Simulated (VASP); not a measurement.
# BeCd2S3 (Cmc2_1) in VASP: single point with PBEsol

Aim: the single point of BeCd2S3 with PBEsol.

Everything below comes from runs of VASP 6.6.1. Logs are shortened: lines on timing, memory, paths and dates and some standing lists are left out, and cuts for length are marked.

**1. Starting point**

The structure is orthorhombic, space group Cmc2_1 (No. 36). Conventional cell: a = 11.825 Å, b = 6.840 Å, c = 6.362 Å, α = 90.00°, β = 90.00°, γ = 90.00°. Be (site symmetry m) has 4 S at 2.12 to 2.17 Å as nearest neighbours. Around Cd (site symmetry 1) lie 4 S at 2.56 to 2.57 Å. S (site symmetry 1) has 1 Be at 2.12 Å as nearest neighbours. S (site symmetry m) is surrounded by 2 Be at 2.13 to 2.17 Å.

The cell was built by a generator and needn't be a form met in nature.

**2. Single point, PBEsol**

The input, INCAR:

```
SYSTEM = BeCd2S3
ALGO = Normal
EDIFF = 1E-6
ENCUT = 520
GGA = PS
ISIF = 2
ISMEAR = 0
KPAR = 2
LASPH = .True.
LCHARG = .False.
LREAL = .False.
LWAVE = .False.
NELM = 80
PREC = Accurate
SIGMA = 0.03
```

The input, KPOINTS:

```
k-points
0
Gamma
  4 4 4
  0 0 0
```

The input, POSCAR:

```
BeCd2S3
1.0
    5.9124600000     -3.4199600000      0.0000000000
    5.9124600000      3.4199600000      0.0000000000
    0.0000000000      0.0000000000      6.3618400000
Be Cd S
2 4 6
Direct
    0.1521890000      0.8478110000      0.0015560000
    0.8478110000      0.1521890000      0.5015560000
    0.8319800000      0.4855370000      0.0046430000
    0.1680200000      0.5144630000      0.5046430000
    0.5144630000      0.1680200000      0.0046430000
    0.4855370000      0.8319800000      0.5046430000
    0.4554730000      0.8360940000      0.9064850000
    0.1639060000      0.5445270000      0.9064850000
    0.8780780000      0.1219220000      0.8414910000
    0.8360940000      0.4554730000      0.4064850000
    0.5445270000      0.1639060000      0.4064850000
    0.1219220000      0.8780780000      0.3414910000
```

Potentials or basis: VASP PAW PBE potentials, release 64 (Be, Cd, S).

Started as:

```console
cat potpaw_PBE.64/Be/POTCAR potpaw_PBE.64/Cd/POTCAR potpaw_PBE.64/S/POTCAR > POTCAR
mpirun -np 2 vasp_std > vasp.out
```

OUTCAR:

```text
SYSTEM = BeCd2S3
   EDIFF = 1E-6
   ENCUT = 520
   GGA = PS
   ISIF = 2
   ISMEAR = 0
   LASPH = .True.
   LREAL = .False.
   NELM = 80
   PREC = Accurate

 ion  position               nearest neighbor table
   1  0.152  0.848  0.002-   7 2.12   8 2.12   9 2.13  12 2.17
   2  0.848  0.152  0.502-  10 2.12  11 2.12  12 2.13   9 2.17
   3  0.832  0.486  0.005-   9 2.56  10 2.56   7 2.57   8 2.57   5 3.75
   4  0.168  0.514  0.505-  12 2.56   8 2.56  11 2.57  10 2.57   6 3.75
   5  0.514  0.168  0.005-   9 2.56  11 2.56   8 2.57   7 2.57   3 3.75
   6  0.486  0.832  0.505-  12 2.56   7 2.56  10 2.57  11 2.57   4 3.75
   7  0.455  0.836  0.906-   1 2.12   6 2.56   3 2.57   5 2.57
   8  0.164  0.545  0.906-   1 2.12   4 2.56   5 2.57   3 2.57
   9  0.878  0.122  0.841-   1 2.13   2 2.17   3 2.56   5 2.56
  10  0.836  0.455  0.406-   2 2.12   3 2.56   6 2.57   4 2.57
  11  0.545  0.164  0.406-   2 2.12   5 2.56   4 2.57   6 2.57
  12  0.122  0.878  0.341-   2 2.13   1 2.17   4 2.56   6 2.56

  LATTYP: Found a base centered orthorhombic cell.
 ALAT       =     6.8399200000
 B/A-ratio  =     1.7288096937
 C/A-ratio  =     0.9301044457

  Lattice vectors:

 A1 = (  -5.9124600000,  -3.4199600000,   0.0000000000)
 A2 = (   5.9124600000,  -3.4199600000,   0.0000000000)
 A3 = (   0.0000000000,   0.0000000000,   6.3618400000)

Analysis of symmetry for initial positions (statically):
=====================================================================
 Subroutine PRICEL returns:
 Original cell was already a primitive cell.

 Routine SETGRP: Setting up the symmetry group for a
 base centered orthorhombic supercell.

 Subroutine GETGRP returns: Found  4 space group operations
 (whereof  2 operations were pure point group operations)
 out of a pool of  8 trial point group operations.

The static configuration has the point symmetry C_1h.
 The point group associated with its full space group is C_2v.

Analysis of symmetry for dynamics (positions and initial velocities):
=====================================================================
 Subroutine PRICEL returns:
 Original cell was already a primitive cell.

 Routine SETGRP: Setting up the symmetry group for a
 base centered orthorhombic supercell.

 Subroutine GETGRP returns: Found  4 space group operations
 (whereof  2 operations were pure point group operations)
 out of a pool of  8 trial point group operations.

The dynamic configuration has the point symmetry C_1h.
 The point group associated with its full space group is C_2v.

 Subroutine INISYM returns: Found  4 space group operations
 (whereof  2 operations are pure point group operations),
 and found     1 'primitive' translations

----------------------------------------------------------------------------------------

                                     Primitive cell

  volume of cell :     257.2776

  direct lattice vectors                    reciprocal lattice vectors
     5.912460000 -3.419960000  0.000000000     0.084567168 -0.146200540  0.000000000
     5.912460000  3.419960000  0.000000000     0.084567168  0.146200540  0.000000000
     0.000000000  0.000000000  6.361840000     0.000000000  0.000000000  0.157187229

  length of vectors
     6.830322807  6.830322807  6.361840000     0.168897022  0.168897022  0.157187229

  position of ions in fractional coordinates (direct lattice)
     0.152189000  0.847811000  0.001556000
     0.847811000  0.152189000  0.501556000
     0.831980000  0.485537000  0.004643000
     0.168020000  0.514463000  0.504643000
     0.514463000  0.168020000  0.004643000
     0.485537000  0.831980000  0.504643000
     0.455473000  0.836094000  0.906485000
     0.163906000  0.544527000  0.906485000
     0.878078000  0.121922000  0.841491000
     0.836094000  0.455473000  0.406485000
     0.544527000  0.163906000  0.406485000
     0.121922000  0.878078000  0.341491000

  ion indices of the primitive-cell ions
   primitive index   ion index
                 1           1
                 2           2
                 3           3
                 4           4
                 5           5
                 6           6
                 7           7
                 8           8
                 9           9
                10          10
                11          11
                12          12

----------------------------------------------------------------------------------------

 KPOINTS: k-points

Automatic generation of k-mesh.
 Grid dimensions read from file:
 generate k-points for:    4    4    4

 Generating k-lattice:

  Cartesian coordinates                     Fractional coordinates (reciprocal lattice)
     0.021141792 -0.036550135  0.000000000     0.250000000 -0.000000000  0.000000000
     0.021141792  0.036550135  0.000000000    -0.000000000  0.250000000  0.000000000
     0.000000000  0.000000000  0.039296807     0.000000000  0.000000000  0.250000000

  Length of vectors
     0.042224255  0.042224255  0.039296807

  Shift w.r.t. Gamma in fractional coordinates (k-lattice)
     0.000000000  0.000000000  0.000000000

 Subroutine IBZKPT returns following result:
 ===========================================

 Found     21 irreducible k-points:

 Following reciprocal coordinates:
            Coordinates               Weight
  0.000000  0.000000  0.000000      1.000000
  0.250000 -0.000000  0.000000      4.000000
  0.500000 -0.000000  0.000000      2.000000
  0.250000  0.250000  0.000000      2.000000
  0.500000  0.250000  0.000000      4.000000
 -0.250000  0.250000  0.000000      2.000000
[... 13 lines left out ...]
 -0.250000  0.250000  0.500000      2.000000
  0.500000  0.500000  0.500000      1.000000
   k-points           NKPTS =     21   k-points in BZ     NKDIM =     21   number of bands    NBANDS=     52
   number of dos      NEDOS =    301   number of ions     NIONS =     12
   total plane-waves  NPLWV = 139968
   dimension x,y,z NGX =    54 NGY =   54 NGZ =   48
   dimension x,y,z NGXF=   108 NGYF=  108 NGZF=   96
   ions per type =               2   4   6
   NGX,Y,Z   is equivalent  to a cutoff of  13.14, 13.14, 12.54 a.u.
   NGXF,Y,Z  is equivalent  to a cutoff of  26.29, 26.29, 25.09 a.u.
 SYSTEM =  BeCd2S3
   PREC   = accura    normal or accurate (medium, high low for compatibility)
   ISTART =      0    job   : 0-new  1-cont  2-samecut
   ICHARG =      2    charge: 1-file 2-atom 10-const
   ISPIN  =      1    spin polarized calculation?
   LNONCOLLINEAR =      F non collinear calculations
   LSORBIT =      F    spin-orbit coupling
   LASPH  =      T    aspherical Exc in radial PAW
   ENCUT  =  520.0 eV  38.22 Ry    6.18 a.u.  12.70 12.70 11.83*2*pi/ulx,y,z
   NELM   =     80;   NELMIN=  2; NELMDL= -5     # of ELM steps
   EDIFF  = 0.1E-05   stopping-criterion for ELM
   LREAL  =      F    real-space projection
   EDIFFG = 0.1E-04   stopping-criterion for IOM
   NSW    =      0    number of steps for IOM
   IBRION =     -1    ionic relax: 0-MD 1-quasi-New 2-CG
   NFREE  =      0    steps in history (QN), initial steepest desc. (CG)
   ISIF   =      2    stress and relaxation
   ISYM   =      2    0-nonsym 1-usesym 2-fastsym
   POTIM  = 0.5000    time-step for ionic-motion
   TEBEG  =    0.0;   TEEND  =   0.0 temperature during run
   PSTRESS=    0.0 pullay stress
   NELECT =      88.0000    total number of electrons
   NUPDOWN=      -1.0000    fix difference up-down
   EMIN   =  10.00;   EMAX   =-10.00  energy-range for DOS
   EFERMI =   0.00;   METHOD = LEGACY
   ISMEAR =     0;   SIGMA  =   0.03  broadening in eV -4-tet -1-fermi 0-gaus
   EFERMI_NEDOS =   21; number of points for ismear=-14 and -15
   IALGO  =     38    algorithm
   IMIX   =      4    mixing-type and parameters
     AMIX     =   0.40;   BMIX     =  1.00
     AMIX_MAG =   1.60;   BMIX_MAG =  1.00
  volume/ion in A,a.u.               =      21.44       144.68
  Fermi-wavevector in a.u.,A,eV,Ry     =   1.144902  2.163551 17.834531  1.310801
  Thomas-Fermi vector in A             =   2.281593
   LORBIT       =      0    0 simple, 1 ext, 2 COOP (PROOUT), +10 PAW based schemes
   GGA     = PS    functional components
   LHFCALC =     F    Hartree Fock is set to
   AEXX    =    0.0000 exact exchange contribution
   IVDW    =     0    specifies the selected vdW correction
   LEPSILON=     F    determine dielectric tensor
   LRPA    =     F    only Hartree local field effects (RPA)
 non-spin polarized calculation
 Gauss-broadening in eV      SIGMA  =   0.03
  energy-cutoff  :      520.00
  volume of cell :      257.28
 maximum number of plane-waves:      6956
 NGX is ok and might be reduce to    54
   NGX = 25   NGY = 25   NGZ = 23

 number of electron      87.9999995 magnetization

 Free energy of the ion-electron system (eV)
  ---------------------------------------------------
  ext. energy  EPLUGINS =         0.00000000
  ---------------------------------------------------
  free energy    TOTEN  =       -48.05303513 eV

  energy without entropy =      -48.05303513  energy(sigma->0) =      -48.05303513

 E-fermi :   1.8892     XC(G=0):  -9.5228

 val. band max:        1.7326897536   @ k =   0.0000   0.0000   0.0000
 cond. band min:       3.5643662169   @ k =   0.0000   0.0000   0.0000
 fundamental gap:      1.8316764633
 Fermi energy:         1.8892124817

 k-point     1 :       0.0000    0.0000    0.0000
  band No.  band energies     occupation
      1     -10.8570      2.00000
      2     -10.1211      2.00000
      3      -9.8583      2.00000
      4      -9.8443      2.00000
      5      -9.8368      2.00000
      6      -9.8366      2.00000
[... 44 lines left out ...]
     51       7.4098      0.00000
     52       7.5641      0.00000
[... 1098 lines left out ...]
     51       6.8362      0.00000
     52       6.8362      0.00000

------------------------ aborting loop because EDIFF is reached ----------------------------------------

  FORCE on cell =-STRESS in cart. coord.  units (eV):
  Direction    XX          YY          ZZ          XY          YZ          ZX
  --------------------------------------------------------------------------------------
  -------------------------------------------------------------------------------------
  Total       -4.5469468     -4.6024116     -4.4516593      0.0000000      0.0000000      0.0000000
  in kB      -28.3157764    -28.6611794    -27.7223805      0.0000000      0.0000000      0.0000000
  external PRESSURE =     -28.2331121 kB  Pullay stress =       0.0000000 kB

 VOLUME and BASIS-vectors are now :
 -----------------------------------------------------------------------------
  energy-cutoff  :      520.00
  volume of cell :      257.28
      direct lattice vectors                 reciprocal lattice vectors
     5.912460000 -3.419960000  0.000000000     0.084567168 -0.146200540  0.000000000
     5.912460000  3.419960000  0.000000000     0.084567168  0.146200540  0.000000000
     0.000000000  0.000000000  6.361840000     0.000000000  0.000000000  0.157187229

 POSITION                                       TOTAL-FORCE (eV/Angst)
 -----------------------------------------------------------------------------------
      5.91246      2.37900      0.00990         0.000000     -0.004116      0.005157
      5.91246     -2.37900      3.19082         0.000000      0.004116      0.005157
      7.78977     -1.18482      0.02954         0.007826      0.004246      0.009015
      4.03515      1.18482      3.21046        -0.007826     -0.004246      0.009015
      4.03515     -1.18482      0.02954        -0.007826      0.004246      0.009015
      7.78977      1.18482      3.21046         0.007826     -0.004246      0.009015
      7.63634      1.30171      5.76691         0.113392     -0.079568     -0.059543
      4.18858      1.30171      5.76691        -0.113392     -0.079568     -0.059543
      5.91246     -2.58602      5.35343         0.000000      0.118238      0.095900
      7.63634     -1.30171      2.58599         0.113392      0.079568     -0.059543
      4.18858     -1.30171      2.58599        -0.113392      0.079568     -0.059543
      5.91246      2.58602      2.17251         0.000000     -0.118238      0.095900
 -----------------------------------------------------------------------------------
    total drift:                                0.000000      0.000000      0.000709

  FREE ENERGIE OF THE ION-ELECTRON SYSTEM (eV)
  ---------------------------------------------------
  free  energy   TOTEN  =       -48.0530351290 eV

  energy  without entropy=      -48.0530351290  energy(sigma->0) =      -48.05303513
```

Run time: 2.1 min. Hardware: 2 MPI ranks of Intel Xeon Platinum 8488C (Sapphire Rapids), shared host; peak memory 0.46 GiB.

Results:

```yaml
Free_energy: -48.0530 eV
Pressure: -2.8 GPa
Largest_force: 0.152 eV/Å
Band_gap_on_the_k_mesh: 1.83 eV, direct
```

Forces in eV/Å, atoms in the order of the input:
```
Be   0.000 -0.004  0.005
Be   0.000  0.004  0.005
Cd   0.008  0.004  0.009
Cd  -0.008 -0.004  0.009
Cd  -0.008  0.004  0.009
Cd   0.008 -0.004  0.009
S    0.113 -0.080 -0.060
S   -0.113 -0.080 -0.060
S    0.000  0.118  0.096
S    0.113  0.080 -0.060
S   -0.113  0.080 -0.060
S    0.000 -0.118  0.096
```

Caveat: the PAW data sets were made with another functional, which shifts forces and pressure a little.
